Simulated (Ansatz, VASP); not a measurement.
# Ge (Germanium) in two plane-wave programs, part 5 of 5

Aim: how closely do two programs agree when they are given the same cell, functional and k mesh? The structure shown is the end of the Ansatz relaxation below.

VASP 6.6.1 and Ansatz 0.2.0.

So far. Step 6 (VASP: single point, LDA, pair 2): The run ends at a pressure of 7.57 GPa, with forces up to 7.8e-4 eV/Å.

### 9. VASP: single point, LDA, pair 3

Level of this step: LDA; plane waves and PAW (Ge_d) (VASP).

The same cell, functional (in two slightly different forms), mesh and smearing now go to VASP, with its own data sets.

Input file INCAR:

```
SYSTEM = Ge
PREC = Accurate
ENCUT = 500
EDIFF = 1E-06
NELM = 120
ISMEAR = 0
SIGMA = 0.015
LREAL = .FALSE.
ALGO = Normal
GGA = PW92
NBANDS = 20
LORBIT = 11
LWAVE = .FALSE.
LCHARG = .FALSE.
ISIF = 2
ISYM = 2
LASPH = .TRUE.
GGA_COMPAT = .FALSE.
EFERMI = MIDGAP
KPAR = 2
```

Input file POSCAR:

```
Ge
1.0
   -0.0003464132      2.7725818107      2.7725818107
    2.7725818107     -0.0003464132      2.7725818107
    2.7725818107      2.7725818107     -0.0003464132
Ge
2
Direct
    0.4999667135      0.4999667135      0.4999667135
    0.7500332865      0.7500332865      0.7500332865
```

Input file KPOINTS:

```
Points of the shifted mesh
1728
Reciprocal
 0.0416666667  0.0416666667  0.0416666667 1
 0.0416666667  0.0416666667  0.1250000000 1
 0.0416666667  0.0416666667  0.2083333333 1
 0.0416666667  0.0416666667  0.2916666667 1
 0.0416666667  0.0416666667  0.3750000000 1
 0.0416666667  0.0416666667  0.4583333333 1
 0.0416666667  0.0416666667  0.5416666667 1
 0.0416666667  0.0416666667  0.6250000000 1
 0.0416666667  0.0416666667  0.7083333333 1
 0.0416666667  0.0416666667  0.7916666667 1
 0.0416666667  0.0416666667  0.8750000000 1
 0.0416666667  0.0416666667  0.9583333333 1
 0.0416666667  0.1250000000  0.0416666667 1
 0.0416666667  0.1250000000  0.1250000000 1
 0.0416666667  0.1250000000  0.2083333333 1
 0.0416666667  0.1250000000  0.2916666667 1
 0.0416666667  0.1250000000  0.3750000000 1
 0.0416666667  0.1250000000  0.4583333333 1
 0.0416666667  0.1250000000  0.5416666667 1
 0.0416666667  0.1250000000  0.6250000000 1
 0.0416666667  0.1250000000  0.7083333333 1
 0.0416666667  0.1250000000  0.7916666667 1
 0.0416666667  0.1250000000  0.8750000000 1
 0.0416666667  0.1250000000  0.9583333333 1
 0.0416666667  0.2083333333  0.0416666667 1
 0.0416666667  0.2083333333  0.1250000000 1
 0.0416666667  0.2083333333  0.2083333333 1
 0.0416666667  0.2083333333  0.2916666667 1
 0.0416666667  0.2083333333  0.3750000000 1
 0.0416666667  0.2083333333  0.4583333333 1
 0.0416666667  0.2083333333  0.5416666667 1
 0.0416666667  0.2083333333  0.6250000000 1
 0.0416666667  0.2083333333  0.7083333333 1
 0.0416666667  0.2083333333  0.7916666667 1
 0.0416666667  0.2083333333  0.8750000000 1
 0.0416666667  0.2083333333  0.9583333333 1
 0.0416666667  0.2916666667  0.0416666667 1
 0.0416666667  0.2916666667  0.1250000000 1
 0.0416666667  0.2916666667  0.2083333333 1
 0.0416666667  0.2916666667  0.2916666667 1
 0.0416666667  0.2916666667  0.3750000000 1
 0.0416666667  0.2916666667  0.4583333333 1
 0.0416666667  0.2916666667  0.5416666667 1
 0.0416666667  0.2916666667  0.6250000000 1
 0.0416666667  0.2916666667  0.7083333333 1
 0.0416666667  0.2916666667  0.7916666667 1
 0.0416666667  0.2916666667  0.8750000000 1
 0.0416666667  0.2916666667  0.9583333333 1
 0.0416666667  0.3750000000  0.0416666667 1
 0.0416666667  0.3750000000  0.1250000000 1
 0.0416666667  0.3750000000  0.2083333333 1
 0.0416666667  0.3750000000  0.2916666667 1
 0.0416666667  0.3750000000  0.3750000000 1
 0.0416666667  0.3750000000  0.4583333333 1
 0.0416666667  0.3750000000  0.5416666667 1
 0.0416666667  0.3750000000  0.6250000000 1
 0.0416666667  0.3750000000  0.7083333333 1
 0.0416666667  0.3750000000  0.7916666667 1
 0.0416666667  0.3750000000  0.8750000000 1
 0.0416666667  0.3750000000  0.9583333333 1
 0.0416666667  0.4583333333  0.0416666667 1
 0.0416666667  0.4583333333  0.1250000000 1
 0.0416666667  0.4583333333  0.2083333333 1
 0.0416666667  0.4583333333  0.2916666667 1
 0.0416666667  0.4583333333  0.3750000000 1
 0.0416666667  0.4583333333  0.4583333333 1
 0.0416666667  0.4583333333  0.5416666667 1
 0.0416666667  0.4583333333  0.6250000000 1
 0.0416666667  0.4583333333  0.7083333333 1
 0.0416666667  0.4583333333  0.7916666667 1
 0.0416666667  0.4583333333  0.8750000000 1
 0.0416666667  0.4583333333  0.9583333333 1
 0.0416666667  0.5416666667  0.0416666667 1
 0.0416666667  0.5416666667  0.1250000000 1
 0.0416666667  0.5416666667  0.2083333333 1
 0.0416666667  0.5416666667  0.2916666667 1
 0.0416666667  0.5416666667  0.3750000000 1
 0.0416666667  0.5416666667  0.4583333333 1
 0.0416666667  0.5416666667  0.5416666667 1
 0.0416666667  0.5416666667  0.6250000000 1
 0.0416666667  0.5416666667  0.7083333333 1
 0.0416666667  0.5416666667  0.7916666667 1
 0.0416666667  0.5416666667  0.8750000000 1
 0.0416666667  0.5416666667  0.9583333333 1
 0.0416666667  0.6250000000  0.0416666667 1
 0.0416666667  0.6250000000  0.1250000000 1
 0.0416666667  0.6250000000  0.2083333333 1
 0.0416666667  0.6250000000  0.2916666667 1
 0.0416666667  0.6250000000  0.3750000000 1
 0.0416666667  0.6250000000  0.4583333333 1
 0.0416666667  0.6250000000  0.5416666667 1
 0.0416666667  0.6250000000  0.6250000000 1
 0.0416666667  0.6250000000  0.7083333333 1
 0.0416666667  0.6250000000  0.7916666667 1
 0.0416666667  0.6250000000  0.8750000000 1
 0.0416666667  0.6250000000  0.9583333333 1
 0.0416666667  0.7083333333  0.0416666667 1
 0.0416666667  0.7083333333  0.1250000000 1
 0.0416666667  0.7083333333  0.2083333333 1
 0.0416666667  0.7083333333  0.2916666667 1
 0.0416666667  0.7083333333  0.3750000000 1
 0.0416666667  0.7083333333  0.4583333333 1
 0.0416666667  0.7083333333  0.5416666667 1
 0.0416666667  0.7083333333  0.6250000000 1
 0.0416666667  0.7083333333  0.7083333333 1
 0.0416666667  0.7083333333  0.7916666667 1
 0.0416666667  0.7083333333  0.8750000000 1
 0.0416666667  0.7083333333  0.9583333333 1
 0.0416666667  0.7916666667  0.0416666667 1
 0.0416666667  0.7916666667  0.1250000000 1
 0.0416666667  0.7916666667  0.2083333333 1
 0.0416666667  0.7916666667  0.2916666667 1
[... 1390 lines left out ...]
 0.8750000000  0.4583333333  0.1250000000 1
 0.8750000000  0.4583333333  0.2083333333 1
 0.8750000000  0.4583333333  0.2916666667 1
 0.8750000000  0.4583333333  0.3750000000 1
 0.8750000000  0.4583333333  0.4583333333 1
 0.8750000000  0.4583333333  0.5416666667 1
 0.8750000000  0.4583333333  0.6250000000 1
 0.8750000000  0.4583333333  0.7083333333 1
 0.8750000000  0.4583333333  0.7916666667 1
 0.8750000000  0.4583333333  0.8750000000 1
 0.8750000000  0.4583333333  0.9583333333 1
 0.8750000000  0.5416666667  0.0416666667 1
 0.8750000000  0.5416666667  0.1250000000 1
 0.8750000000  0.5416666667  0.2083333333 1
 0.8750000000  0.5416666667  0.2916666667 1
 0.8750000000  0.5416666667  0.3750000000 1
 0.8750000000  0.5416666667  0.4583333333 1
 0.8750000000  0.5416666667  0.5416666667 1
 0.8750000000  0.5416666667  0.6250000000 1
 0.8750000000  0.5416666667  0.7083333333 1
 0.8750000000  0.5416666667  0.7916666667 1
 0.8750000000  0.5416666667  0.8750000000 1
 0.8750000000  0.5416666667  0.9583333333 1
 0.8750000000  0.6250000000  0.0416666667 1
 0.8750000000  0.6250000000  0.1250000000 1
 0.8750000000  0.6250000000  0.2083333333 1
 0.8750000000  0.6250000000  0.2916666667 1
 0.8750000000  0.6250000000  0.3750000000 1
 0.8750000000  0.6250000000  0.4583333333 1
 0.8750000000  0.6250000000  0.5416666667 1
 0.8750000000  0.6250000000  0.6250000000 1
 0.8750000000  0.6250000000  0.7083333333 1
 0.8750000000  0.6250000000  0.7916666667 1
 0.8750000000  0.6250000000  0.8750000000 1
 0.8750000000  0.6250000000  0.9583333333 1
 0.8750000000  0.7083333333  0.0416666667 1
 0.8750000000  0.7083333333  0.1250000000 1
 0.8750000000  0.7083333333  0.2083333333 1
 0.8750000000  0.7083333333  0.2916666667 1
 0.8750000000  0.7083333333  0.3750000000 1
 0.8750000000  0.7083333333  0.4583333333 1
 0.8750000000  0.7083333333  0.5416666667 1
 0.8750000000  0.7083333333  0.6250000000 1
 0.8750000000  0.7083333333  0.7083333333 1
 0.8750000000  0.7083333333  0.7916666667 1
 0.8750000000  0.7083333333  0.8750000000 1
 0.8750000000  0.7083333333  0.9583333333 1
 0.8750000000  0.7916666667  0.0416666667 1
 0.8750000000  0.7916666667  0.1250000000 1
 0.8750000000  0.7916666667  0.2083333333 1
 0.8750000000  0.7916666667  0.2916666667 1
 0.8750000000  0.7916666667  0.3750000000 1
 0.8750000000  0.7916666667  0.4583333333 1
 0.8750000000  0.7916666667  0.5416666667 1
 0.8750000000  0.7916666667  0.6250000000 1
 0.8750000000  0.7916666667  0.7083333333 1
 0.8750000000  0.7916666667  0.7916666667 1
 0.8750000000  0.7916666667  0.8750000000 1
 0.8750000000  0.7916666667  0.9583333333 1
 0.8750000000  0.8750000000  0.0416666667 1
 0.8750000000  0.8750000000  0.1250000000 1
 0.8750000000  0.8750000000  0.2083333333 1
 0.8750000000  0.8750000000  0.2916666667 1
 0.8750000000  0.8750000000  0.3750000000 1
 0.8750000000  0.8750000000  0.4583333333 1
 0.8750000000  0.8750000000  0.5416666667 1
 0.8750000000  0.8750000000  0.6250000000 1
 0.8750000000  0.8750000000  0.7083333333 1
 0.8750000000  0.8750000000  0.7916666667 1
 0.8750000000  0.8750000000  0.8750000000 1
 0.8750000000  0.8750000000  0.9583333333 1
 0.8750000000  0.9583333333  0.0416666667 1
 0.8750000000  0.9583333333  0.1250000000 1
 0.8750000000  0.9583333333  0.2083333333 1
 0.8750000000  0.9583333333  0.2916666667 1
 0.8750000000  0.9583333333  0.3750000000 1
 0.8750000000  0.9583333333  0.4583333333 1
 0.8750000000  0.9583333333  0.5416666667 1
 0.8750000000  0.9583333333  0.6250000000 1
 0.8750000000  0.9583333333  0.7083333333 1
 0.8750000000  0.9583333333  0.7916666667 1
 0.8750000000  0.9583333333  0.8750000000 1
 0.8750000000  0.9583333333  0.9583333333 1
 0.9583333333  0.0416666667  0.0416666667 1
 0.9583333333  0.0416666667  0.1250000000 1
 0.9583333333  0.0416666667  0.2083333333 1
 0.9583333333  0.0416666667  0.2916666667 1
 0.9583333333  0.0416666667  0.3750000000 1
 0.9583333333  0.0416666667  0.4583333333 1
 0.9583333333  0.0416666667  0.5416666667 1
 0.9583333333  0.0416666667  0.6250000000 1
 0.9583333333  0.0416666667  0.7083333333 1
 0.9583333333  0.0416666667  0.7916666667 1
 0.9583333333  0.0416666667  0.8750000000 1
 0.9583333333  0.0416666667  0.9583333333 1
 0.9583333333  0.1250000000  0.0416666667 1
 0.9583333333  0.1250000000  0.1250000000 1
 0.9583333333  0.1250000000  0.2083333333 1
 0.9583333333  0.1250000000  0.2916666667 1
 0.9583333333  0.1250000000  0.3750000000 1
 0.9583333333  0.1250000000  0.4583333333 1
 0.9583333333  0.1250000000  0.5416666667 1
 0.9583333333  0.1250000000  0.6250000000 1
 0.9583333333  0.1250000000  0.7083333333 1
 0.9583333333  0.1250000000  0.7916666667 1
 0.9583333333  0.1250000000  0.8750000000 1
 0.9583333333  0.1250000000  0.9583333333 1
 0.9583333333  0.2083333333  0.0416666667 1
 0.9583333333  0.2083333333  0.1250000000 1
 0.9583333333  0.2083333333  0.2083333333 1
 0.9583333333  0.2083333333  0.2916666667 1
 0.9583333333  0.2083333333  0.3750000000 1
 0.9583333333  0.2083333333  0.4583333333 1
 0.9583333333  0.2083333333  0.5416666667 1
 0.9583333333  0.2083333333  0.6250000000 1
 0.9583333333  0.2083333333  0.7083333333 1
 0.9583333333  0.2083333333  0.7916666667 1
 0.9583333333  0.2083333333  0.8750000000 1
 0.9583333333  0.2083333333  0.9583333333 1
 0.9583333333  0.2916666667  0.0416666667 1
 0.9583333333  0.2916666667  0.1250000000 1
 0.9583333333  0.2916666667  0.2083333333 1
 0.9583333333  0.2916666667  0.2916666667 1
 0.9583333333  0.2916666667  0.3750000000 1
 0.9583333333  0.2916666667  0.4583333333 1
 0.9583333333  0.2916666667  0.5416666667 1
 0.9583333333  0.2916666667  0.6250000000 1
 0.9583333333  0.2916666667  0.7083333333 1
 0.9583333333  0.2916666667  0.7916666667 1
 0.9583333333  0.2916666667  0.8750000000 1
 0.9583333333  0.2916666667  0.9583333333 1
 0.9583333333  0.3750000000  0.0416666667 1
 0.9583333333  0.3750000000  0.1250000000 1
 0.9583333333  0.3750000000  0.2083333333 1
 0.9583333333  0.3750000000  0.2916666667 1
 0.9583333333  0.3750000000  0.3750000000 1
 0.9583333333  0.3750000000  0.4583333333 1
 0.9583333333  0.3750000000  0.5416666667 1
 0.9583333333  0.3750000000  0.6250000000 1
 0.9583333333  0.3750000000  0.7083333333 1
 0.9583333333  0.3750000000  0.7916666667 1
 0.9583333333  0.3750000000  0.8750000000 1
 0.9583333333  0.3750000000  0.9583333333 1
 0.9583333333  0.4583333333  0.0416666667 1
 0.9583333333  0.4583333333  0.1250000000 1
 0.9583333333  0.4583333333  0.2083333333 1
 0.9583333333  0.4583333333  0.2916666667 1
 0.9583333333  0.4583333333  0.3750000000 1
 0.9583333333  0.4583333333  0.4583333333 1
 0.9583333333  0.4583333333  0.5416666667 1
 0.9583333333  0.4583333333  0.6250000000 1
 0.9583333333  0.4583333333  0.7083333333 1
 0.9583333333  0.4583333333  0.7916666667 1
 0.9583333333  0.4583333333  0.8750000000 1
 0.9583333333  0.4583333333  0.9583333333 1
 0.9583333333  0.5416666667  0.0416666667 1
 0.9583333333  0.5416666667  0.1250000000 1
 0.9583333333  0.5416666667  0.2083333333 1
 0.9583333333  0.5416666667  0.2916666667 1
 0.9583333333  0.5416666667  0.3750000000 1
 0.9583333333  0.5416666667  0.4583333333 1
 0.9583333333  0.5416666667  0.5416666667 1
 0.9583333333  0.5416666667  0.6250000000 1
 0.9583333333  0.5416666667  0.7083333333 1
 0.9583333333  0.5416666667  0.7916666667 1
 0.9583333333  0.5416666667  0.8750000000 1
 0.9583333333  0.5416666667  0.9583333333 1
 0.9583333333  0.6250000000  0.0416666667 1
 0.9583333333  0.6250000000  0.1250000000 1
 0.9583333333  0.6250000000  0.2083333333 1
 0.9583333333  0.6250000000  0.2916666667 1
 0.9583333333  0.6250000000  0.3750000000 1
 0.9583333333  0.6250000000  0.4583333333 1
 0.9583333333  0.6250000000  0.5416666667 1
 0.9583333333  0.6250000000  0.6250000000 1
 0.9583333333  0.6250000000  0.7083333333 1
 0.9583333333  0.6250000000  0.7916666667 1
 0.9583333333  0.6250000000  0.8750000000 1
 0.9583333333  0.6250000000  0.9583333333 1
 0.9583333333  0.7083333333  0.0416666667 1
 0.9583333333  0.7083333333  0.1250000000 1
 0.9583333333  0.7083333333  0.2083333333 1
 0.9583333333  0.7083333333  0.2916666667 1
 0.9583333333  0.7083333333  0.3750000000 1
 0.9583333333  0.7083333333  0.4583333333 1
 0.9583333333  0.7083333333  0.5416666667 1
 0.9583333333  0.7083333333  0.6250000000 1
 0.9583333333  0.7083333333  0.7083333333 1
 0.9583333333  0.7083333333  0.7916666667 1
 0.9583333333  0.7083333333  0.8750000000 1
 0.9583333333  0.7083333333  0.9583333333 1
 0.9583333333  0.7916666667  0.0416666667 1
 0.9583333333  0.7916666667  0.1250000000 1
 0.9583333333  0.7916666667  0.2083333333 1
 0.9583333333  0.7916666667  0.2916666667 1
 0.9583333333  0.7916666667  0.3750000000 1
 0.9583333333  0.7916666667  0.4583333333 1
 0.9583333333  0.7916666667  0.5416666667 1
 0.9583333333  0.7916666667  0.6250000000 1
 0.9583333333  0.7916666667  0.7083333333 1
 0.9583333333  0.7916666667  0.7916666667 1
 0.9583333333  0.7916666667  0.8750000000 1
 0.9583333333  0.7916666667  0.9583333333 1
 0.9583333333  0.8750000000  0.0416666667 1
 0.9583333333  0.8750000000  0.1250000000 1
 0.9583333333  0.8750000000  0.2083333333 1
 0.9583333333  0.8750000000  0.2916666667 1
 0.9583333333  0.8750000000  0.3750000000 1
 0.9583333333  0.8750000000  0.4583333333 1
 0.9583333333  0.8750000000  0.5416666667 1
 0.9583333333  0.8750000000  0.6250000000 1
 0.9583333333  0.8750000000  0.7083333333 1
 0.9583333333  0.8750000000  0.7916666667 1
 0.9583333333  0.8750000000  0.8750000000 1
 0.9583333333  0.8750000000  0.9583333333 1
 0.9583333333  0.9583333333  0.0416666667 1
 0.9583333333  0.9583333333  0.1250000000 1
 0.9583333333  0.9583333333  0.2083333333 1
 0.9583333333  0.9583333333  0.2916666667 1
 0.9583333333  0.9583333333  0.3750000000 1
 0.9583333333  0.9583333333  0.4583333333 1
 0.9583333333  0.9583333333  0.5416666667 1
 0.9583333333  0.9583333333  0.6250000000 1
 0.9583333333  0.9583333333  0.7083333333 1
 0.9583333333  0.9583333333  0.7916666667 1
 0.9583333333  0.9583333333  0.8750000000 1
 0.9583333333  0.9583333333  0.9583333333 1
```

The projector-augmented-wave data sets are Ge_d (LDA family, release 64).

Started as:

```sh
$ mpirun -np 2 vasp_std
```

Numbers of over 12 decimals in the logs are rounded to 6 here.

Log:

```text
[... set-up lines as in an earlier step ...]
 entering main loop
       N       E                     dE             d eps       ncg     rms          rms(c)
DAV:   1     0.182416049911E+03    0.18242E+03   -0.14666E+04 74508   0.377E+03
DAV:   2     0.144509300709E+02   -0.16797E+03   -0.16341E+03 69236   0.583E+02
DAV:   3    -0.980389905644E+01   -0.24255E+02   -0.24077E+02 77732   0.143E+02
DAV:   4    -0.105578009323E+02   -0.75390E+00   -0.75332E+00 78048   0.295E+01
[...]
DAV:   9    -0.103673942942E+02   -0.24467E-04   -0.93211E-05 80356   0.978E-02    0.138E-02
DAV:  10    -0.103673907965E+02    0.34978E-05   -0.93291E-06 90332   0.470E-02    0.427E-03
DAV:  11    -0.103673905512E+02    0.24526E-06   -0.11613E-06 52536   0.778E-03
   1 F= -.10367391E+02 E0= -.10367391E+02  d E =-.139918E-53
```

OUTCAR, selected parts (step 9):

```text
  Total        0.9154132      0.9154132      0.9154132     -0.0001327     -0.0001327     -0.0001327
  in kB       34.4003832     34.4003832     34.4003832     -0.0049866     -0.0049866     -0.0049866
  external PRESSURE =      34.4003832 kB  Pullay stress =       0.0000000 kB

 POSITION                                       TOTAL-FORCE (eV/Angst)
 -----------------------------------------------------------------------------------
      2.77222      2.77222      2.77222         0.001126      0.001126      0.001126
      4.15880      4.15880      4.15880        -0.001126     -0.001126     -0.001126
 -----------------------------------------------------------------------------------
    total drift:                                0.000000      0.000000      0.000000

  FREE ENERGIE OF THE ION-ELECTRON SYSTEM (eV)
  ---------------------------------------------------
  free  energy   TOTEN  =       -10.3673905512 eV

  energy  without entropy=      -10.3673905512  energy(sigma->0) =      -10.36739055

[... 1 part as in an earlier step ...]

[... 2 further parts left out ...]
[key lines of the parts left out:]
E-fermi :   5.4416
```

The run ends at a pressure of 3.44 GPa, with forces up to 0.0020 eV/Å.

### 10. Side by side

Compared:

```
              quantity  Ansatz   VASP  difference
        pressure (GPa)    3.25   3.44       -0.19
gap on the k mesh (eV)   0.301  0.320      -0.019
```

A gap on the mesh is an upper bound, since the band edges may lie between its points.

### 11. What came out

* difference in gap on the k mesh (single point, LDA, pair 1): -0.0034 eV
* difference in gap on the k mesh (single point, LDA, pair 2): -0.020 eV
* difference in gap on the k mesh (single point, LDA, pair 3): -0.019 eV

In words: The difference in gap on the k mesh is -0.020 eV (single point, LDA, pair 2), within the 0.08 eV picked in this series as the mark of a large difference. 5 further runs of this series are not shown here. Such differences can come from data sets, numerical settings and the points named under the comparisons, not from the functional's error against experiment.

[Lines on the potential files, build, host, timing and source positions are cut from VASP's logs without a mark.]

[Logs are printed without paths, hosts, clocks, repeated set-up lines and the standing remarks that a program may print on its own settings, such as how far it seeks lower states.]

[Hosts, paths, dates, database ids (printed as entryN), source tags and the programs' standing remarks are cut or masked in the printed files.]
